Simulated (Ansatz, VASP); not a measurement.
## CdS (Hawleyite): VASP beside Ansatz

One calculation is typed for both programs; each brings its own data sets. How far apart do they land? The cell is taken from a series of VASP runs on this material, whose earlier steps may have relaxed, scaled or displaced it; both programs get it as it stands. Other levels of theory on this material are compared in a session of their own. Valence electrons are named where the data sets of a main pair hold unlike numbers.

Program: Ansatz 0.2.0. Level of theory: plane waves, with VASP 6.6.1 beside it; band structure at PBE and band structure at r2SCAN. Results are calculated unless marked as measured.

## Step 1: Starting point

It takes space group F-43m (No. 216, cubic). Conventional cell: a = 5.833 Å, b = 5.833 Å, c = 5.833 Å, α = 90.00°, β = 90.00°, γ = 90.00°. Nearest to Cd lie 4 S at 2.53 Å. Nearest to S lie 4 Cd at 2.53 Å. Farther neighbours and most contacts between anions are not listed.

## Step 2: VASP: band structure, PBE

Levels along a path test the potential and the projectors away from the mesh points.

Lines of VASP's logs that name or quote its potential files are left out, and so is its time.

The input, INCAR:

```
SYSTEM = CdS
PREC = Accurate
ENCUT = 350
EDIFF = 1E-06
NELM = 100
ISMEAR = 0
SIGMA = 0.03
LREAL = .FALSE.
ALGO = Normal
GGA = PE
NBANDS = 21
LORBIT = 11
LWAVE = .FALSE.
LCHARG = .FALSE.
KPAR = 4
```

The input, POSCAR:

```
CdS
1.0
    0.0000000000      2.9165000000      2.9165000000
    2.9165000000      0.0000000000      2.9165000000
    2.9165000000      2.9165000000      0.0000000000
Cd S
1 1
Direct
    0.0000000000      0.0000000000      0.0000000000
    0.7500000000      0.7500000000      0.7500000000
```

The input, KPOINTS:

```
Automatic mesh
0
Gamma
6 6 6
0 0 0
```

The input, KPOINTS_OPT:

```
Line mode
10
Line-mode
Reciprocal
  0.00000000   0.00000000   0.00000000 GAMMA
  0.50000000   0.00000000   0.50000000 X

  0.50000000   0.00000000   0.50000000 X
  0.50000000   0.25000000   0.75000000 W

  0.50000000   0.25000000   0.75000000 W
  0.37500000   0.37500000   0.75000000 K

  0.37500000   0.37500000   0.75000000 K
  0.00000000   0.00000000   0.00000000 GAMMA

  0.00000000   0.00000000   0.00000000 GAMMA
  0.50000000   0.50000000   0.50000000 L

  0.50000000   0.50000000   0.50000000 L
  0.62500000   0.25000000   0.62500000 U

  0.62500000   0.25000000   0.62500000 U
  0.50000000   0.25000000   0.75000000 W

  0.50000000   0.25000000   0.75000000 W
  0.50000000   0.50000000   0.50000000 L

  0.50000000   0.50000000   0.50000000 L
  0.37500000   0.37500000   0.75000000 K

  0.62500000   0.25000000   0.62500000 U
  0.50000000   0.00000000   0.50000000 X
```

Potentials, in the order of the species: Cd and S (PBE family, release 64).

Started as:

```
> mpirun -np 4 vasp_std
```

Numbers of over 12 decimals in the logs are rounded to 6 here.

The program printed:

```text
[banner, memory and clock lines left out]
running    4 mpi-ranks, on    1 nodes
 distrk:  each k-point on    1 cores,    4 groups
 distr:  one band on    1 cores,    1 groups

 POSCAR found type information on POSCAR CdS
 POSCAR found :  2 types and       2 ions
 LDA part: xc-table for (Slater+PW92), standard interpolation
 POSCAR, INCAR and KPOINTS ok, starting setup
 FFT: planning ... GRIDC
 FFT: planning ... GRID_SOFT
 FFT: planning ... GRID
 WAVECAR not read
 entering main loop
       N       E                     dE             d eps       ncg     rms          rms(c)
DAV:   1     0.893885203759E+02    0.89389E+02   -0.70095E+03   728   0.568E+02
DAV:   2    -0.321646781381E+01   -0.92605E+02   -0.87432E+02   767   0.181E+02
DAV:   3    -0.664419364748E+01   -0.34277E+01   -0.34085E+01   818   0.365E+01
DAV:   4    -0.666188220614E+01   -0.17689E-01   -0.17686E-01   752   0.252E+00
DAV:   5    -0.666203635875E+01   -0.15415E-03   -0.15415E-03   817   0.217E-01    0.826E+00
DAV:   6    -0.613502661790E+01    0.52701E+00   -0.50126E-01   882   0.861E+00    0.667E+00
DAV:   7    -0.611334564666E+01    0.21681E-01   -0.16886E-01   812   0.224E+00    0.313E+00
DAV:   8    -0.611328101329E+01    0.64633E-04   -0.15213E-02   732   0.119E+00    0.336E-01
DAV:   9    -0.611331590032E+01   -0.34887E-04   -0.14053E-03   792   0.462E-01    0.747E-02
DAV:  10    -0.611341340589E+01   -0.97506E-04   -0.18900E-04   782   0.122E-01    0.655E-02
DAV:  11    -0.611349250777E+01   -0.79102E-04   -0.13123E-04   722   0.602E-02    0.325E-02
DAV:  12    -0.611349119930E+01    0.13085E-05   -0.53075E-06   793   0.191E-02    0.106E-02
DAV:  13    -0.611349194964E+01   -0.75034E-06   -0.16051E-06   752   0.612E-03
   1 F= -.61134919E+01 E0= -.61134919E+01  d E =-.192446E-13
 Start KPOINTS_OPT (optional k-point list driver)
k-point batch [1-16\100]
       N       E                     dE             ncg
DAV:   1     0.128984535363E+03   -0.58872E+04      712
DAV:   2    -0.130190707197E+04   -0.14309E+04      767
DAV:   3    -0.135467968180E+04   -0.52773E+02      797
DAV:   4    -0.135493558171E+04   -0.25590E+00      757
DAV:   5    -0.135493773630E+04   -0.21546E-02      820
DAV:   6    -0.135493776211E+04   -0.25807E-04      783
DAV:   7    -0.135493776243E+04   -0.32409E-06      682
[...]
k-point batch [97-100\100]
       N       E                     dE             ncg
DAV:   1     0.617828510462E+04   -0.21190E+04      200
DAV:   2     0.584932680067E+04   -0.32896E+03      201
DAV:   3     0.583836600648E+04   -0.10961E+02      203
DAV:   4     0.583831469031E+04   -0.51316E-01      193
DAV:   5     0.583831426220E+04   -0.42810E-03      208
DAV:   6     0.583831425712E+04   -0.50777E-05      193
DAV:   7     0.583831425706E+04   -0.65247E-07      176
```

From OUTCAR (step 2):

```text
ion  position               nearest neighbor table
   1  0.000  0.000  0.000-   2 2.53   2 2.53   2 2.53   2 2.53
   2  0.750  0.750  0.750-   1 2.53   1 2.53   1 2.53   1 2.53

  LATTYP: Found a face centered cubic cell.
 ALAT       =     5.8330000000

 Subroutine GETGRP returns: Found 24 space group operations
 (whereof 24 operations were pure point group operations)

The static configuration has the point symmetry T_d .

 Found     16 irreducible k-points:

   k-points           NKPTS =     16   k-points in BZ     NKDIM =     16   number of bands    NBANDS=     21

   dimension x,y,z NGX =    28 NGY =   28 NGZ =   28
   dimension x,y,z NGXF=    56 NGYF=   56 NGZF=   56

   ENCUT  =  350.0 eV  25.72 Ry    5.07 a.u.   6.29  6.29  6.29*2*pi/ulx,y,z

   NELECT =      18.0000    total number of electrons

 k-points in reciprocal lattice and weights: Automatic mesh
   0.00000000  0.00000000  0.00000000       0.005
   0.16666667  0.00000000  0.00000000       0.037
   0.33333333  0.00000000  0.00000000       0.037
   0.50000000  0.00000000  0.00000000       0.019
   0.16666667  0.16666667  0.00000000       0.028
   0.33333333  0.16666667  0.00000000       0.111
   0.50000000  0.16666667  0.00000000       0.111
  -0.33333333  0.16666667  0.00000000       0.111
  -0.16666667  0.16666667  0.00000000       0.056
[...]
-0.33333333  0.33333333  0.16666667       0.111
  -0.33333333  0.50000000  0.16666667       0.056

 average (electrostatic) potential at core
       1 -39.2619       2 -89.1640

 E-fermi :   1.4648

 k-point     1 :       0.0000    0.0000    0.0000
  band No.  band energies     occupation
    ...
      5      -5.9196      2.00000
      6      -5.9196      2.00000
      7       1.3202      2.00000
      8       1.3202      2.00000
      9       1.3202      2.00000
     10       2.4630      0.00000
     11       7.8625      0.00000
     12       7.8625      0.00000
     13       7.8625      0.00000
     14      12.7533      0.00000
    ...

 k-point     2 :       0.1667    0.0000    0.0000
  band No.  band energies     occupation
    ...
      5      -5.9207      2.00000
      6      -5.9207      2.00000
      7      -0.1926      2.00000
      8       1.1148      2.00000
      9       1.1148      2.00000
     10       3.6286      0.00000
     11       7.5272      0.00000
     12       8.1802      0.00000
     13       8.1802      0.00000
     14      12.0163      0.00000
    ...

 k-point     3 :       0.3333    0.0000    0.0000
  band No.  band energies     occupation
    ...
      5      -5.9036      2.00000
      6      -5.9036      2.00000
      7      -2.0896      2.00000
      8       0.7413      2.00000
      9       0.7413      2.00000
     10       4.2940      0.00000
     11       8.0589      0.00000
     12       8.4058      0.00000
     13       8.4058      0.00000
     14      12.3369      0.00000
    ...

  Total        0.8730186      0.8730186      0.8730186      0.0000000      0.0000000      0.0000000
  in kB       28.1914975     28.1914975     28.1914975      0.0000000      0.0000000      0.0000000
  external PRESSURE =      28.1914975 kB  Pullay stress =       0.0000000 kB

  energy-cutoff  :      350.00
  volume of cell :       49.62
      direct lattice vectors                 reciprocal lattice vectors
     0.000000000  2.916500000  2.916500000    -0.171438368  0.171438368  0.171438368
     2.916500000  0.000000000  2.916500000     0.171438368 -0.171438368  0.171438368
     2.916500000  2.916500000  0.000000000     0.171438368  0.171438368 -0.171438368

 POSITION                                       TOTAL-FORCE (eV/Angst)
 -----------------------------------------------------------------------------------
      0.00000      0.00000      0.00000         0.000000      0.000000      0.000000
      4.37475      4.37475      4.37475        -0.000000     -0.000000     -0.000000
 -----------------------------------------------------------------------------------
    total drift:                                0.000001      0.000001      0.000001

  FREE ENERGIE OF THE ION-ELECTRON SYSTEM (eV)
  ---------------------------------------------------
  free  energy   TOTEN  =        -6.1134919496 eV

  energy  without entropy=       -6.1134919496  energy(sigma->0) =       -6.11349195

 total charge
# of ion       s       p       d       tot
------------------------------------------
    1        0.427   0.328   9.549  10.303
    2        1.323   2.403   0.000   3.725
--------------------------------------------------
tot          1.750   2.730   9.549  14.029

[... 3 further parts left out ...]
```

The run ends at a pressure of 2.82 GPa.

## Step 3: Ansatz: band structure, PBE

Ansatz runs on its default PAW (the set named soft_2) files.

The same cell, functional, mesh and smearing now go to Ansatz, which takes its cutoff from its data sets.

The input, input.yaml:

```yaml
crystal:
  lattice:
    - [0.0, 2.9165, 2.9165]
    - [2.9165, 0.0, 2.9165]
    - [2.9165, 2.9165, 0.0]
  atoms:
    - { symbol: Cd, position: [0.0, 0.0, 0.0] }
    - { symbol: S, position: [0.75, 0.75, 0.75] }
hamiltonian:
  xc: pbe
  pseudopotentials: { kind: paw }
kpoints:
  mp_grid: { grid: [6, 6, 6] }
  band_path:
    path:
      - [0.0, 0.0, 0.0]
      - [0.16667, 0.0, 0.16667]
      - [0.33333, 0.0, 0.33333]
      - [0.5, 0.0, 0.5]
      - [0.5, 0.08333, 0.58333]
      - [0.5, 0.19444, 0.69444]
      - [0.5, 0.25, 0.75]
      - [0.45833, 0.29167, 0.75]
      - [0.40278, 0.34722, 0.75]
      - [0.375, 0.375, 0.75]
      - [0.20833, 0.20833, 0.41667]
      - [0.08333, 0.08333, 0.16667]
      - [0.0, 0.0, 0.0]
      - [0.22222, 0.22222, 0.22222]
      - [0.38889, 0.38889, 0.38889]
      - [0.51389, 0.47222, 0.51389]
      - [0.55556, 0.38889, 0.55556]
      - [0.61111, 0.27778, 0.61111]
      - [0.61111, 0.25, 0.63889]
      - [0.56944, 0.25, 0.68056]
      - [0.51389, 0.25, 0.73611]
      - [0.5, 0.27778, 0.72222]
      - [0.5, 0.38889, 0.61111]
      - [0.5, 0.47222, 0.52778]
      - [0.48611, 0.48611, 0.52778]
      - [0.43056, 0.43056, 0.63889]
      - [0.38889, 0.38889, 0.72222]
      - [0.59722, 0.19444, 0.59722]
      - [0.55556, 0.11111, 0.55556]
      - [0.5, 0.0, 0.5]
    npoints: 1
scf:
  occupations: { method: gaussian, width: 0.03 }
  n_extra_bands: 7
output:
  forces: true
  stress: true
  eigenvalues: true
  write_density: true
  write_potential: true
  elf: true
  volumetric_format: npy
```

Started as:

```
> ansatz run input.yaml --threads 2 --pin off --max-ram 4608MiB --backend cpu --events-out ev --progress --plain --runs-dir out
```

The program printed:

```text
scf.n_extra_bands = 7 over 13 filled bands (N_el = 26.0): the run solves 20 bands
Engine: ansatz 0.2.0, x86_64-unknown-linux-gnu
Pseudopotentials: kind: paw
Pseudopotential: Cd, paw, valence charge 20, recommended cutoff 420 eV (normal), Cd.paw.azcp
Pseudopotential: S, paw, valence charge 6, recommended cutoff 420 eV (normal), S.paw.azcp
Functional definition: PBE
  parameter kappa = 0.804
  parameter beta = 0.066725
  exchange = pbe_x(kappa = kappa, mu = beta*pi^2/3)
  correlation = pbe_c(beta = beta)
Crystal: 2 atoms, lattice volume = 49.615 Å³
Basis set: ecut = 420 eV, 941 PW (Γ), exchange–correlation on 60×60×60 points (8 copies of the dense FFT grid, shifted against one another)
Bands: 20, of which v1, the nominal top of the filled ones, is band 13 counted from 1 (12 counted from 0)
Symmetry: 24 space group operations
Space group: F-43m (ITA 216), of the structure as read, at distance tolerance 3.7e-5 Å
k-points: 16 of 216 (time reversal used)
Non-local potential: Cd, projectors of the file, l = 0: 3, l = 1: 2, l = 2: 2, l = 3: 1
Non-local potential: S, projectors of the file, l = 0: 2, l = 1: 2, l = 2: 2
PAW form: soft (Blöchl's): semilocal exchange-correlation on the pseudo side does not see the compensation charge
PAW one-centre angular grid: Cd, 590 points (default); XC on 64 Gauss nodes
PAW one-centre angular grid: S, 110 points (default); XC on 64 Gauss nodes
Initial density: superposition of atomic densities (neutral atoms: chi_scale 0, normalization atom), corrected by the library's trained network
Initial wavefunctions: pseudopotential atomic-orbital guess
Functional: x = pbe(κ = 0.804, μ = 0.219515), c = pbe(β = 0.066725)
SCF iter   1: F=—  HF=-9157.804889 eV  |F-HF|=—  |Δ(HF+E_count)|=         —  Δρ=5.80e-4  dr2=1.80e-4  ethr=1.77e-3  ⟨swp⟩=5.6  Hψ=1597  notcnv=0  defer=2
preconditioner: auto → none  [insulator: Δε(μ)=1.140 eV  Ē_g=14.730 eV  σ=0.030 eV  W_gap=1.00  n_scr=14 (ndim 8)  ℏωp=22.4 eV  f_vac=0.128  D(μ)=0.00/eV (n_scr^D=0)  ε∞_Penn≈3.3]
SCF iter   2: F=—  HF=-9157.805616 eV  |F-HF|=—  |Δ(HF+E_count)|=   7.27e-4  Δρ=3.36e-4  dr2=3.29e-5  ethr=6.94e-7  ⟨swp⟩=2.6  Hψ=674  notcnv=0  defer=20
SCF iter   3: F=—  HF=-9157.805650 eV  |F-HF|=—  |Δ(HF+E_count)|=   3.36e-5  Δρ=1.18e-4  dr2=2.78e-6  ethr=1.27e-7  ⟨swp⟩=2.2  Hψ=441  notcnv=0  defer=20
SCF iter   4: F=—  HF=-9157.805672 eV  |F-HF|=—  |Δ(HF+E_count)|=   2.20e-5  Δρ=2.98e-5  dr2=2.53e-7  ethr=1.07e-8  ⟨swp⟩=2.0  Hψ=426  notcnv=0  defer=20
iter 5 did not close the SCF: its close was put off for the readings that it lacked (scf_convergence_deferred on its scf_iter line)
SCF iter   5: F=-9157.805673 eV  HF=-9157.805673 eV  |F-HF|=8.77e-8  |Δ(HF+E_count)|=   1.14e-6  Δρ=8.59e-6  dr2=4.61e-8  ethr=9.71e-10  ⟨swp⟩=2.0  Hψ=426  notcnv=0  defer=20
SCF iter   6: F=-9157.805673 eV  HF=-9157.805673 eV  |F-HF|=2.47e-9  |Δ(HF+E_count)|=   1.09e-7  Δρ=3.91e-6  dr2=5.02e-9  ethr=1.77e-10  ⟨swp⟩=8.6  Hψ=1992  notcnv=0
SCF 1 converged in 6 iterations: F = -9157.805673 eV  dr2 = 5.02e-9
  greatest PAW one-centre occupation: 1.000 electrons in one spin orbital (limit 2), on the Cd atom at site 0 (counted from 0), in its partial waves of l = 0
NSCF: frozen V_eff on 30 k-points
SCF converged after 6 iterations
Free energy (F): -9157.805673 eV
Harris-Foulkes:  -9157.805673 eV  (|F-HF|=2.47e-9)
Internal energy: -9157.805673 eV  (E = F + TS)
E sigma→0 (E₀):  -9157.805673 eV
Fermi energy:    7.484862 eV
--- Per-component energies (eV) ---
  E_band       = -506.630808
  E_kinetic    = 612.040903
  E_local      = -4012.174154  (includes V_loc(G=0)·N_el)
  E_nonlocal   = 62.141186
  E_hartree    = 1842.922748
  E_xc         = -273.993093
  E_vxc        = -309.247249  (∫ρ·V_xc dr)
  E_paw        = -4683.761980  (= ΣΔE_a)
  E_vpaw       = -545.234937  (= ΣTr[D̂ρ^β])
  E_aug_tail   = 0.000016  (compensation charges beyond the density's cutoff)
  E_ewald      = -2704.981299
  E_smearing   = -0.000000  (= −TS)
  E_closure    = -0.000000  (closes the sum)
  Σ components = -9157.805673   (vs F -9157.805673, Δ=0.00e0)
--- Forces (eV/Å), atoms counted from 1 ---
  atom   1  Cd    -0.00000000     0.00000000     0.00000000
  atom   2  S      0.00000000     0.00000000    -0.00000000
  max |Σ_I F_I| component: 1.20e-16 eV/Å
--- Stress (GPa, compression-positive) ---
        2.855903       0.000000      -0.000000
        0.000000       2.855903       0.000000
        0.000000       0.000000       2.855903
  P = ⅓ Tr σ = 2.8559 GPa (28.559 kbar)
--- Band table (eV; the first three rows and the last of 16) ---
  k-point 0: bands = [... 9 lower, -0.3308, 6.9122, 6.9122, 6.9122, 8.0566, 13.4366, 13.4366, 13.4366, ... 3 higher]
  k-point 1: bands = [... 9 lower, -0.3316, 5.4057, 6.7076, 6.7076, 9.2186, 13.0972, 13.7518, 13.7518, ... 3 higher]
  k-point 2: bands = [... 9 lower, -0.3142, 3.5117, 6.3348, 6.3348, 9.8883, 13.6226, 13.9797, 13.9797, ... 3 higher]
  k-point 15: bands = [... 9 lower, 0.2559, 3.0016, 4.7407, 4.8030, 11.6360, 12.0129, 15.0823, 15.2796, ... 3 higher]
```

It took 2.3 s on 2 threads of Intel Xeon Platinum 8259CL at 2.50GHz (Skylake/Cascade Lake), shared host; peak memory 0.37 GiB.

The column dr2 measures how far the density is from self-consistency, as an energy; F and HF (Harris–Foulkes) agree once it is small.

## Step 4: Comparison

Known differences besides the potentials themselves: the data sets hold 26 valence electrons in Ansatz (on its default PAW (the set named soft_2) files) and 18 in VASP; the cutoff is 420 eV in Ansatz and 350 eV in VASP; VASP leaves aspherical gradient terms in its spheres out (LASPH is not set), Ansatz keeps them. Total energies have different zeros and are not compared.

The two programs side by side:

```
                     quantity  Ansatz   VASP  difference
               pressure (GPa)    2.86   2.82       +0.04
gap over the path points (eV)   1.144  1.143      +0.001
```

Levels at points of the path, from each program's valence-band top (eV; 4 filled, then empty):

| k (reciprocal lattice) | Ansatz | VASP |
| --- | --- | --- |
| 0.000 0.000 0.000 | -7.24 0.00 0.00 0.00 1.14 6.52 6.52 | -7.24 0.00 0.00 0.00 1.14 6.54 6.54 |
| 0.167 0.000 0.167 | -7.22 -1.46 -0.54 -0.54 2.77 5.49 7.29 | -7.22 -1.47 -0.54 -0.54 2.78 5.50 7.32 |
| 0.333 0.000 0.333 | -7.13 -3.09 -1.46 -1.46 3.85 4.46 8.36 | -7.13 -3.10 -1.47 -1.47 3.85 4.46 8.39 |
| 0.500 0.000 0.500 | -6.80 -3.95 -1.88 -1.88 3.56 4.35 9.19 | -6.80 -3.96 -1.88 -1.88 3.55 4.35 9.23 |
| 0.500 0.083 0.583 | -6.75 -3.94 -1.98 -1.96 3.88 4.58 8.93 | -6.75 -3.94 -1.99 -1.96 3.88 4.58 8.97 |
| 0.500 0.194 0.694 | -6.63 -3.90 -2.22 -2.15 5.04 5.26 7.71 | -6.63 -3.91 -2.23 -2.16 5.05 5.27 7.74 |
| 0.500 0.250 0.750 | -6.61 -3.90 -2.26 -2.18 5.42 5.43 7.22 | -6.61 -3.90 -2.27 -2.19 5.43 5.44 7.24 |
| 0.458 0.292 0.750 | -6.63 -3.90 -2.39 -1.96 5.04 5.46 7.49 | -6.62 -3.91 -2.40 -1.96 5.04 5.47 7.52 |
| 0.403 0.347 0.750 | -6.66 -3.93 -2.51 -1.59 4.35 5.45 8.30 | -6.66 -3.93 -2.52 -1.59 4.34 5.46 8.33 |
| 0.375 0.375 0.750 | -6.67 -3.93 -2.53 -1.53 4.24 5.44 8.47 | -6.66 -3.94 -2.54 -1.53 4.23 5.45 8.51 |

Among the levels compared at these points, filled levels agree within 11 meV and empty ones within 42 meV. Ansatz's pressure holds a Pulay correction of 0.04 GPa; VASP's holds none.

## Step 5: Ansatz: band structure, r2SCAN

Levels along a path test the potential and the projectors away from the mesh points.

The cell is taken from a series of VASP runs on this material, whose earlier steps may have relaxed, scaled or displaced it; both programs get it as it stands.

Edit input.yaml of step 3 so:

```diff
@@ -9,3 +9,3 @@
 hamiltonian:
-  xc: pbe
+  xc: r2scan
   pseudopotentials: { kind: paw }
@@ -53,5 +53 @@
   eigenvalues: true
-  write_density: true
-  write_potential: true
-  elf: true
-  volumetric_format: npy
```

The program printed:

```text
[...]
Crystal: 2 atoms, lattice volume = 49.615 Å³
Basis set: ecut = 500 eV, 1243 PW (Γ), exchange–correlation on 128×128×128 points (64 copies of the dense FFT grid, shifted against one another)
Bands: 20, of which v1, the nominal top of the filled ones, is band 13 counted from 1 (12 counted from 0)
Symmetry: 24 space group operations
[...]
k-point 0: bands = [... 9 lower, -0.8480, 6.6444, 6.6444, 6.6444, 8.2393, 13.7072, 13.7072, 13.7072, ... 3 higher]
  k-point 1: bands = [... 9 lower, -0.8485, 5.1720, 6.4369, 6.4369, 9.3739, 13.3121, 14.0299, 14.0299, ... 3 higher]
  k-point 2: bands = [... 9 lower, -0.8308, 3.2165, 6.0574, 6.0574, 10.0891, 13.7973, 14.2200, 14.2200, ... 3 higher]
  k-point 15: bands = [... 9 lower, -0.2471, 2.7227, 4.4340, 4.4802, 11.6805, 12.2299, 15.3890, 15.4622, ... 3 higher]
[key lines of the parts left out:]
SCF converged after 6 iterations
Free energy (F): -9175.603493 eV
Fermi energy:    7.442131 eV
P = ⅓ Tr σ = 1.4717 GPa (14.717 kbar)
```

Run time: 4.7 s. Hardware: 2 threads; peak memory 0.5 GiB.

(Continued in part 2 of 2.)

[Lines on the potential files, build, host, timing and source positions are cut from VASP's logs without a mark.]

[Logs are printed without paths, hosts, clocks, repeated set-up lines and the standing remarks that a program may print on its own settings, such as how far it seeks lower states.]

[Hosts, paths, dates, database ids (printed as entryN), source tags and the programs' standing remarks are cut or masked in the printed files.]
